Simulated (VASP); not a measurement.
OSZICAR of a VASP run on Mg3ZnTe4 (ordered alloy cell):

OSZICAR:
```
       N       E                     dE             d eps       ncg     rms          rms(c)
DAV:   1     0.178527050232E+03    0.17853E+03   -0.13805E+04   832   0.110E+03
DAV:   2    -0.119073918744E+02   -0.19043E+03   -0.18675E+03  1018   0.217E+02
DAV:   3    -0.269695969068E+02   -0.15062E+02   -0.15028E+02   940   0.651E+01
DAV:   4    -0.273246015649E+02   -0.35500E+00   -0.35482E+00  1174   0.107E+01
DAV:   5    -0.273313557208E+02   -0.67542E-02   -0.67539E-02  1044   0.138E+00    0.638E+00
DAV:   6    -0.265576742434E+02    0.77368E+00   -0.18467E+00  1032   0.225E+01    0.466E+00
DAV:   7    -0.264540996701E+02    0.10357E+00   -0.93030E-01   954   0.516E+00    0.213E+00
DAV:   8    -0.264571755392E+02   -0.30759E-02   -0.24834E-02  1076   0.869E-01    0.995E-01
DAV:   9    -0.264569726489E+02    0.20289E-03   -0.77158E-03   916   0.547E-01    0.195E-01
DAV:  10    -0.264570906656E+02   -0.11802E-03   -0.69080E-04  1028   0.328E-01    0.996E-02
DAV:  11    -0.264572355527E+02   -0.14489E-03   -0.23562E-04   926   0.130E-01    0.283E-02
DAV:  12    -0.264572428810E+02   -0.73284E-05   -0.16970E-05  1074   0.292E-02    0.239E-02
DAV:  13    -0.264572458942E+02   -0.30132E-05   -0.88837E-06   948   0.148E-02    0.444E-03
DAV:  14    -0.264572464394E+02   -0.54518E-06   -0.13287E-06   756   0.744E-03
   1 F= -.26457246E+02 E0= -.26457246E+02  d E =-.264572E+02
       N       E                     dE             d eps       ncg     rms          rms(c)
DAV:   1    -0.264631156123E+02   -0.58697E-02   -0.85712E-02  1012   0.308E+00    0.493E-01
DAV:   2    -0.264586710014E+02    0.44446E-02   -0.19081E-02   976   0.223E+00    0.175E-01
DAV:   3    -0.264580242460E+02    0.64676E-03   -0.14605E-03   898   0.217E-01    0.869E-02
DAV:   4    -0.264578748316E+02    0.14941E-03   -0.21751E-04   958   0.677E-02    0.444E-02
DAV:   5    -0.264578587476E+02    0.16084E-04   -0.15616E-05  1186   0.508E-02    0.232E-02
DAV:   6    -0.264578562891E+02    0.24585E-05   -0.87741E-06   874   0.255E-02    0.468E-03
DAV:   7    -0.264578560611E+02    0.22802E-06   -0.52914E-07   458   0.130E-02
   2 F= -.26457856E+02 E0= -.26457856E+02  d E =-.609622E-03
       N       E                     dE             d eps       ncg     rms          rms(c)
DAV:   1    -0.264578669245E+02   -0.10635E-04   -0.15333E-04  1014   0.130E-01    0.207E-02
DAV:   2    -0.264578590398E+02    0.78847E-05   -0.34133E-05   968   0.930E-02    0.745E-03
DAV:   3    -0.264578576769E+02    0.13629E-05   -0.23446E-06   486   0.878E-03    0.359E-03
DAV:   4    -0.264578571613E+02    0.51570E-06   -0.79409E-07   436   0.466E-03
   3 F= -.26457857E+02 E0= -.26457857E+02  d E =-.610722E-03
       N       E                     dE             d eps       ncg     rms          rms(c)
DAV:   1    -0.264579320753E+02   -0.74398E-04   -0.27932E-03   846   0.281E-01    0.278E-02
DAV:   2    -0.264579269220E+02    0.51533E-05   -0.72045E-05  1018   0.704E-02    0.146E-02
DAV:   3    -0.264579225655E+02    0.43564E-05   -0.48652E-06  1044   0.157E-02    0.776E-03
DAV:   4    -0.264579213611E+02    0.12044E-05   -0.19439E-06   660   0.968E-03    0.119E-03
DAV:   5    -0.264579213934E+02   -0.32218E-07   -0.59445E-07   442   0.551E-03
   4 F= -.26457921E+02 E0= -.26457921E+02  d E =-.642321E-04
```

Question: Which electronic solver shows in the log?

Answer: It is blocked Davidson (ALGO = Normal, or the opening steps of other solvers). The INCAR had ALGO = Normal.

Question: Can the final energy be trusted as converged?

Answer: The run converged. It stopped with EDIFF = 1E-6, NELM = 100, NSW = 60 and EDIFFG = -0.02 after 4 ionic steps (PBEsol GGA, plane waves, VASP's PBE PAW potentials (set 64)).

The structure was generated: Mg3ZnTe4 was put into an ordered model structure (Amm2), which need not be its known phase. This run relaxes it. Symmetry was kept, so distortions that lower it aren't found. The start is the result of an earlier pass.
